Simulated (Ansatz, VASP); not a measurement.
# Cross-check of Sn19Ge5O48 (Sn0.8Ge0.2O2, rutile) between VASP and Ansatz

One calculation is typed for both programs; each brings its own data sets. How far apart do they land? The cell is invented: As first built, before any earlier steps moved the atoms (in the runner's words): 2x2x3 conventional cells of the SnO2 type (72 atoms: 48 O, 5 Ge, 19 Sn); Sn/Ge share their sites, the best of 600 random draws by like-pair counts in two shells; start lattice by linear mixing of the end members' cells; atoms moved at random by 0.02 A. It may not be a known or stable phase. The structure shown is the start of the Ansatz relaxation below; VASP solves that cell, so the two are compared at the walk's first step.

Program: Ansatz 0.2.0. Level of theory: plane waves, with VASP 6.6.1 beside it; single point at PBEsol. Results are calculated unless marked as measured.

### 1. Starting point

The cell holds 72 atoms: 48 O, 5 Ge and 19 Sn. Its edges and angles: a = 9.339 Å, b = 9.339 Å, c = 9.364 Å, α = 90.0°, β = 90.0°, γ = 90.0°. It derives from SnO2 (SnO2 type, space group 136), repeated 2×2×3. As first built, before any earlier steps moved the atoms (in the runner's words): 2x2x3 conventional cells of the SnO2 type (72 atoms: 48 O, 5 Ge, 19 Sn); Sn/Ge share their sites, the best of 600 random draws by like-pair counts in two shells; start lattice by linear mixing of the end members' cells; atoms moved at random by 0.02 A.

### 2. Ansatz: relaxation, PBEsol

Ansatz runs on its default PAW (the set named soft_2) files.

The two programs are compared at the cell with which this relaxation starts, whose forces are those of its first step.

Contents of input.yaml:

```yaml
crystal:
  lattice:
    - [9.3388, 0.0, 0.0]
    - [0.0, 9.3388, 0.0]
    - [0.0, 0.0, 9.3636]
  atoms:
    - { symbol: O, position: [0.15394, 0.15554, 0.9995] }
    - { symbol: O, position: [0.09357, 0.40234, 0.16866] }
    - { symbol: O, position: [0.34711, 0.34591, 0.99981] }
    - { symbol: O, position: [0.40786, 0.09063, 0.16384] }
    - { symbol: O, position: [0.15588, 0.15495, 0.3342] }
    - { symbol: O, position: [0.09463, 0.40551, 0.49824] }
    - { symbol: O, position: [0.34514, 0.34443, 0.3345] }
    - { symbol: O, position: [0.4008, 0.09761, 0.49872] }
    - { symbol: O, position: [0.15494, 0.1525, 0.67017] }
    - { symbol: O, position: [0.09573, 0.40323, 0.83208] }
    - { symbol: O, position: [0.34512, 0.34623, 0.66692] }
    - { symbol: O, position: [0.39998, 0.09478, 0.83347] }
    - { symbol: O, position: [0.15177, 0.65336, 0.00171] }
    - { symbol: O, position: [0.09832, 0.90615, 0.16782] }
    - { symbol: O, position: [0.3494, 0.84285, 0.99855] }
    - { symbol: O, position: [0.40135, 0.59508, 0.16818] }
    - { symbol: O, position: [0.15328, 0.64922, 0.33734] }
    - { symbol: O, position: [0.09831, 0.90362, 0.49887] }
    - { symbol: O, position: [0.3443, 0.84393, 0.33068] }
    - { symbol: O, position: [0.40496, 0.59298, 0.50125] }
    - { symbol: O, position: [0.15619, 0.65331, 0.66921] }
    - { symbol: O, position: [0.09791, 0.9035, 0.83322] }
    - { symbol: O, position: [0.35014, 0.85034, 0.6639] }
    - { symbol: O, position: [0.4038, 0.59296, 0.83246] }
    - { symbol: O, position: [0.65627, 0.15398, 0.99843] }
    - { symbol: O, position: [0.59812, 0.40508, 0.16801] }
    - { symbol: O, position: [0.84856, 0.34704, 0.00056] }
    - { symbol: O, position: [0.90467, 0.09787, 0.172] }
    - { symbol: O, position: [0.65119, 0.15145, 0.33126] }
    - { symbol: O, position: [0.59238, 0.40128, 0.4973] }
    - { symbol: O, position: [0.84794, 0.34836, 0.3301] }
    - { symbol: O, position: [0.90309, 0.09331, 0.49818] }
    - { symbol: O, position: [0.65376, 0.15271, 0.66589] }
    - { symbol: O, position: [0.59925, 0.40429, 0.83143] }
    - { symbol: O, position: [0.84438, 0.34292, 0.66609] }
    - { symbol: O, position: [0.90618, 0.09852, 0.83248] }
    - { symbol: O, position: [0.65089, 0.65209, 0.99652] }
    - { symbol: O, position: [0.59063, 0.89771, 0.16665] }
    - { symbol: O, position: [0.84442, 0.8427, 0.00131] }
    - { symbol: O, position: [0.90482, 0.59912, 0.16644] }
    - { symbol: O, position: [0.65173, 0.65481, 0.33062] }
    - { symbol: O, position: [0.59531, 0.90573, 0.49722] }
    - { symbol: O, position: [0.84631, 0.84529, 0.33026] }
    - { symbol: O, position: [0.90698, 0.59346, 0.49813] }
    - { symbol: O, position: [0.65297, 0.65556, 0.66722] }
    - { symbol: O, position: [0.59447, 0.90139, 0.8346] }
    - { symbol: O, position: [0.84598, 0.84579, 0.66645] }
    - { symbol: O, position: [0.90392, 0.59564, 0.8358] }
    - { symbol: Ge, position: [0.00421, 0.99788, 0.99896] }
    - { symbol: Ge, position: [0.2515, 0.25064, 0.16544] }
    - { symbol: Ge, position: [0.24786, 0.24838, 0.50129] }
    - { symbol: Ge, position: [0.00173, 0.4978, 0.33375] }
    - { symbol: Ge, position: [0.49736, 0.00245, 0.66571] }
    - { symbol: Sn, position: [0.99863, 0.99766, 0.33438] }
    - { symbol: Sn, position: [0.00192, 0.99686, 0.66894] }
    - { symbol: Sn, position: [0.2481, 0.24897, 0.83154] }
    - { symbol: Sn, position: [0.00198, 0.50401, 0.99833] }
    - { symbol: Sn, position: [0.25206, 0.74932, 0.17028] }
    - { symbol: Sn, position: [0.25048, 0.74874, 0.50335] }
    - { symbol: Sn, position: [0.00035, 0.50081, 0.66865] }
    - { symbol: Sn, position: [0.24909, 0.75076, 0.83426] }
    - { symbol: Sn, position: [0.50081, 0.99616, 0.99989] }
    - { symbol: Sn, position: [0.75182, 0.25175, 0.16566] }
    - { symbol: Sn, position: [0.50017, 0.99869, 0.332] }
    - { symbol: Sn, position: [0.74727, 0.25024, 0.50157] }
    - { symbol: Sn, position: [0.75035, 0.25159, 0.83368] }
    - { symbol: Sn, position: [0.5007, 0.50017, 0.00043] }
    - { symbol: Sn, position: [0.74762, 0.74945, 0.16439] }
    - { symbol: Sn, position: [0.49746, 0.5041, 0.33156] }
    - { symbol: Sn, position: [0.74767, 0.74178, 0.49967] }
    - { symbol: Sn, position: [0.49993, 0.49536, 0.6661] }
    - { symbol: Sn, position: [0.75103, 0.74751, 0.83522] }
kpoints:
  mp_grid: { grid: [2, 2, 2], shift: [0.5, 0.5, 0.5] }
hamiltonian:
  xc: pbesol
scf:
  occupations: { method: fermi_dirac, width: 0.01 }
output:
  forces: true
  stress: true
relax:
  f_tol: 0.02
  max_steps: 45
  cell: { stress_tol: 0.1 }
```

Run with:

```sh
> ansatz run input.yaml --threads 4 --pin off --max-ram 15360MiB --backend cpu --events-out ev --progress --plain --runs-dir out
```

Numbers of over 12 decimals in the logs are rounded to 6 here.

Output:

```text
The last accepted step is kept in <dir> (removed where the run ends without a failure and the disk answers)
Engine: ansatz 0.2.0, aarch64-unknown-linux-gnu
Pseudopotentials: kind: paw
Pseudopotential: O, paw, valence charge 6, recommended cutoff 420 eV (normal), O.paw.azcp
Pseudopotential: Ge, paw, valence charge 14, recommended cutoff 420 eV (normal), Ge.paw.azcp
Pseudopotential: Sn, paw, valence charge 14, recommended cutoff 420 eV (normal), Sn.paw.azcp
Functional definition: PBEsol
  exchange = pbesol_x
  correlation = pbesol_c
Crystal: 72 atoms, lattice volume = 816.629 Å³
Basis set: ecut = 420 eV, 15927 PW (Γ), exchange–correlation on 128×128×128 points (8 copies of the dense FFT grid, shifted against one another)
Bands: 384, of which v1, the nominal top of the filled ones, is band 312 counted from 1 (311 counted from 0)
Symmetry: 1 space group operations
Space group: P1 (ITA 1), of the structure as read, at distance tolerance 9.3e-5 Å
k-points: 4 of 8 (time reversal used)
Non-local potential: O, projectors of the file, l = 0: 2, l = 1: 2, l = 2: 1
Non-local potential: Ge, projectors of the file, l = 0: 2, l = 1: 2, l = 2: 3, l = 3: 1
Non-local potential: Sn, projectors of the file, l = 0: 2, l = 1: 2, l = 2: 2, l = 3: 2
PAW form: soft (Blöchl's): semilocal exchange-correlation on the pseudo side does not see the compensation charge
PAW frozen core: O, regenerated for the run's functional, and the local potential with it (the file was generated under x = pbe(κ = 0.804, μ = 0.219515), c = pbe(β = 0.066725))
PAW frozen core: Ge, regenerated for the run's functional, and the local potential with it (the file was generated under x = pbe(κ = 0.804, μ = 0.219515), c = pbe(β = 0.066725))
PAW frozen core: Sn, regenerated for the run's functional, and the local potential with it (the file was generated under x = pbe(κ = 0.804, μ = 0.219515), c = pbe(β = 0.066725))
PAW one-centre angular grid: O, 110 points (default); XC on 64 Gauss nodes
PAW one-centre angular grid: Ge, 590 points (default); XC on 64 Gauss nodes
PAW one-centre angular grid: Sn, 590 points (default); XC on 64 Gauss nodes
Initial density: superposition of atomic densities (neutral atoms: chi_scale 0, normalization atom), corrected by the library's trained network
Initial wavefunctions: pseudopotential atomic-orbital guess
Functional: x = pbesol(κ = 0.804, μ = 0.123457), c = pbesol(β = 0.046)
SCF iter   1: F=—  HF=-161229.525488 eV  |F-HF|=—  |Δ(HF+E_count)|=         —  Δρ=1.61e-2  dr2=1.64e0  ethr=1.77e-3  ⟨swp⟩=6.0  Hψ=6426  notcnv=0  defer=45
preconditioner: auto → Resta (q_TF=auto, 2.609 Å⁻¹)  ε∞=3.6  [insulator: Δε(μ)=2.103 eV  Ē_g=20.069 eV  σ=0.010 eV  W_gap=1.00  n_scr=250 (ndim 8)  ℏωp=32.5 eV  f_vac=0.023  D(μ)=0.00/eV (n_scr^D=0)  ε∞_Penn≈3.6]
SCF iter   2: F=—  HF=-161229.056182 eV  |F-HF|=—  |Δ(HF+E_count)|=   4.69e-1  Δρ=2.62e-3  dr2=2.89e-2  ethr=2.63e-4  ⟨swp⟩=2.0  Hψ=2296  notcnv=0  defer=264
SCF iter   3: F=—  HF=-161229.052350 eV  |F-HF|=—  |Δ(HF+E_count)|=   3.83e-3  Δρ=1.24e-3  dr2=7.96e-3  ethr=4.63e-6  ⟨swp⟩=2.0  Hψ=2544  notcnv=0  defer=264
SCF iter   4: F=—  HF=-161229.052605 eV  |F-HF|=—  |Δ(HF+E_count)|=   2.56e-4  Δρ=3.76e-4  dr2=9.53e-4  ethr=1.28e-6  ⟨swp⟩=2.0  Hψ=2543  notcnv=0  defer=264
SCF iter   5: F=—  HF=-161229.052666 eV  |F-HF|=—  |Δ(HF+E_count)|=   6.08e-5  Δρ=1.54e-4  dr2=1.73e-4  ethr=1.53e-7  ⟨swp⟩=2.0  Hψ=2520  notcnv=0  defer=264
SCF iter   6: F=—  HF=-161229.052702 eV  |F-HF|=—  |Δ(HF+E_count)|=   3.57e-5  Δρ=5.30e-5  dr2=1.93e-5  ethr=2.77e-8  ⟨swp⟩=2.0  Hψ=1974  notcnv=0  defer=264
SCF iter   7: F=—  HF=-161229.053398 eV  |F-HF|=—  |Δ(HF+E_count)|=   6.96e-4  Δρ=2.26e-5  dr2=3.55e-6  ethr=3.09e-9  ⟨swp⟩=2.0  Hψ=2520  notcnv=0  defer=264
SCF iter   8: F=—  HF=-161229.053400 eV  |F-HF|=—  |Δ(HF+E_count)|=   1.15e-6  Δρ=7.86e-6  dr2=4.22e-7  ethr=5.68e-10  ⟨swp⟩=2.0  Hψ=2520  notcnv=0  defer=264
SCF iter   9: F=-161229.053400 eV  HF=-161229.053399 eV  |F-HF|=8.03e-9  |Δ(HF+E_count)|=   9.69e-9  Δρ=2.78e-6  dr2=5.11e-8  ethr=1.60e-11  ⟨swp⟩=4.0  Hψ=4622  notcnv=0
SCF 1 converged in 9 iterations: F = -161229.053400 eV  dr2 = 5.11e-8
  greatest PAW one-centre occupation: 0.999 electrons in one spin orbital (limit 2), on the Ge atom at site 51 (counted from 0), in its partial waves of l = 2
relax step   1: F+E_penalty+E_count = -161229.05339951 eV  Δ(F+E_penalty+E_count) = +0.000e0 eV  max|allowed force component| = 2.509e0 eV/Å  Δτ_max = 0.0000 Å  P = +8.059 GPa  Ω = 816.629 Å³  (9 SCF iters, dr2 threshold 1.00e-7 eV, accepted)
Crystal: 72 atoms, lattice volume = 841.073 Å³
Basis set: ecut = 420 eV, 16431 PW (Γ), exchange–correlation on 128×128×128 points (8 copies of the dense FFT grid, shifted against one another)
Initial density: handed on by an earlier stage of this run
Initial wavefunctions: those handed on with the density
[...]
atom  32  O     -0.00022835    -0.00100098     0.00034600
  atom  33  O      0.00107197     0.00109569    -0.00024023
  atom  34  O     -0.00061016     0.00065345     0.00009821
  atom  35  O     -0.00049663    -0.00060710     0.00019000
  atom  36  O      0.00009678     0.00040875    -0.00001455
  atom  37  O      0.00058460     0.00051279     0.00001907
  atom  38  O     -0.00074627     0.00099923     0.00005935
  atom  39  O     -0.00148057    -0.00142328     0.00029727
  atom  40  O      0.00083649    -0.00090532    -0.00020409
  atom  41  O      0.00074406     0.00101234    -0.00035559
  atom  42  O      0.00029320     0.00040063    -0.00004269
  atom  43  O     -0.00076065    -0.00044246     0.00017536
  atom  44  O      0.00031302    -0.00017068     0.00016071
  atom  45  O      0.00073721     0.00021885     0.00017082
  atom  46  O     -0.00022106     0.00043101     0.00010126
  atom  47  O     -0.00028669    -0.00089171    -0.00045746
  atom  48  O      0.00025194    -0.00077535     0.00000608
  atom  49  Ge     0.00095177     0.00062393    -0.00045456
  atom  50  Ge     0.00020694     0.00077662     0.00183619
  atom  51  Ge    -0.00005539     0.00034126    -0.00012439
  atom  52  Ge    -0.00064274     0.00077890    -0.00166702
  atom  53  Ge     0.00044539     0.00048593    -0.00055934
  atom  54  Sn     0.00044800     0.00094181     0.00148912
  atom  55  Sn    -0.00049727     0.00046993    -0.00204679
[...]
atom  65  Sn     0.00015297     0.00021096     0.00016175
  atom  66  Sn     0.00008410    -0.00095647    -0.00032975
  atom  67  Sn    -0.00021793    -0.00037985    -0.00037929
  atom  68  Sn     0.00005755     0.00014702    -0.00166664
  atom  69  Sn    -0.00080817    -0.00076213     0.00079050
  atom  70  Sn    -0.00094451     0.00010921     0.00101222
  atom  71  Sn     0.00030550     0.00043289    -0.00040286
  atom  72  Sn     0.00008144     0.00075241     0.00072738
  max |Σ_I F_I| component: 1.49e-6 eV/Å
--- Stress (GPa, compression-positive) ---
        0.015088      -0.001000       0.000339
       -0.001000       0.015023       0.000359
        0.000339       0.000359       0.007475
  P = ⅓ Tr σ = 0.0125 GPa (0.125 kbar)
--- Relaxed structure (6 steps of the walk, 6 accepted, 2 SCFs on fresh bases) ---
  F+E_penalty+E_count = -161233.75523492 eV   max|allowed force component| = 2.047e-3 eV/Å   (the final SCF, on the basis selected at the relaxed cell)
  cell:  # Å, volume = 834.2912 Å³
    - [9.399623, -0.00117649, 0.00172705]
    - [-0.00117649, 9.400441, 0.000536622]
    - [0.00173164, 0.000538047, 9.441891]
  atoms:
    - { symbol: O, position: [0.149303, 0.150023, 1.011584] }
    - { symbol: O, position: [0.102302, 0.395135, 0.177824] }
    - { symbol: O, position: [0.338110, 0.339245, 1.012919] }
    - { symbol: O, position: [0.392019, 0.104331, 0.166448] }
    - { symbol: O, position: [0.163023, 0.155210, 0.334623] }
    - { symbol: O, position: [0.103136, 0.397901, 0.488602] }
    - { symbol: O, position: [0.343609, 0.334848, 0.334605] }
    - { symbol: O, position: [0.398305, 0.102837, 0.510490] }
    - { symbol: O, position: [0.152255, 0.160300, 0.652172] }
    - { symbol: O, position: [0.098557, 0.399393, 0.832453] }
    - { symbol: O, position: [0.337315, 0.346078, 0.653310] }
    - { symbol: O, position: [0.404642, 0.094171, 0.821304] }
    - { symbol: O, position: [0.153742, 0.649890, -0.0028812] }
    - { symbol: O, position: [0.091712, 0.904533, 0.155177] }
    - { symbol: O, position: [0.350201, 0.844431, 1.002761] }
    - { symbol: O, position: [0.399179, 0.594937, 0.167401] }
    - { symbol: O, position: [0.146556, 0.643107, 0.334082] }
    - { symbol: O, position: [0.096984, 0.902935, 0.498601] }
    - { symbol: O, position: [0.340270, 0.849428, 0.330853] }
    - { symbol: O, position: [0.403059, 0.598729, 0.499282] }
    - { symbol: O, position: [0.152047, 0.657133, 0.668149] }
    - { symbol: O, position: [0.100149, 0.914775, 0.845938] }
    - { symbol: O, position: [0.351021, 0.857367, 0.665796] }
    - { symbol: O, position: [0.399923, 0.594159, 0.833219] }
[...]
- { symbol: O, position: [0.648563, 0.655576, 0.332446] }
    - { symbol: O, position: [0.588368, 0.908038, 0.510414] }
    - { symbol: O, position: [0.846208, 0.852243, 0.334795] }
    - { symbol: O, position: [0.908769, 0.587584, 0.486915] }
    - { symbol: O, position: [0.656911, 0.647022, 0.666946] }
    - { symbol: O, position: [0.592788, 0.907500, 0.821345] }
    - { symbol: O, position: [0.853491, 0.844567, 0.664677] }
    - { symbol: O, position: [0.905599, 0.595675, 0.832927] }
    - { symbol: Ge, position: [0.00326595, 1.002944, 1.001922] }
    - { symbol: Ge, position: [0.246728, 0.247094, 0.171825] }
    - { symbol: Ge, position: [0.250759, 0.250559, 0.496212] }
    - { symbol: Ge, position: [0.00654254, 0.492509, 0.333893] }
    - { symbol: Ge, position: [0.497879, 0.00130282, 0.664877] }
    - { symbol: Sn, position: [1.004133, 1.003906, 0.329485] }
    - { symbol: Sn, position: [0.00323966, 1.002426, 0.668768] }
    - { symbol: Sn, position: [0.247976, 0.244180, 0.832842] }
    - { symbol: Sn, position: [0.00326973, 0.495550, 1.003994] }
    - { symbol: Sn, position: [0.242865, 0.746705, 0.166739] }
    - { symbol: Sn, position: [0.249242, 0.750375, 0.499454] }
    - { symbol: Sn, position: [0.00285907, 0.496403, 0.661707] }
    - { symbol: Sn, position: [0.252178, 0.756079, 0.833285] }
    - { symbol: Sn, position: [0.497312, 1.001477, 0.998510] }
    - { symbol: Sn, position: [0.756641, 0.251630, 0.166656] }
    - { symbol: Sn, position: [0.492628, 1.006597, 0.336804] }
    - { symbol: Sn, position: [0.750904, 0.248432, 0.499430] }
    - { symbol: Sn, position: [0.747167, 0.242227, 0.833245] }
    - { symbol: Sn, position: [0.496544, 0.496203, 0.0014707] }
    - { symbol: Sn, position: [0.754918, 0.751447, 0.167255] }
    - { symbol: Sn, position: [0.495959, 0.495702, 0.332926] }
    - { symbol: Sn, position: [0.749375, 0.748537, 0.499240] }
    - { symbol: Sn, position: [0.497046, 0.496207, 0.665552] }
    - { symbol: Sn, position: [0.752458, 0.753412, 0.833130] }
```

Reading the cycles: dr2 is the Hartree energy of the density residual (eV), the measure of convergence; HF is the Harris–Foulkes estimate of the energy, which meets the free energy F at convergence.

(Continued in part 2 of 2.)

[Lines on the potential files, build, host, timing and source positions are cut from VASP's logs without a mark.]

[Logs are printed without paths, hosts, clocks, repeated set-up lines and the standing remarks that a program may print on its own settings, such as how far it seeks lower states.]

[Hosts, paths, dates, database ids (printed as entryN), source tags and the programs' standing remarks are cut or masked in the printed files.]
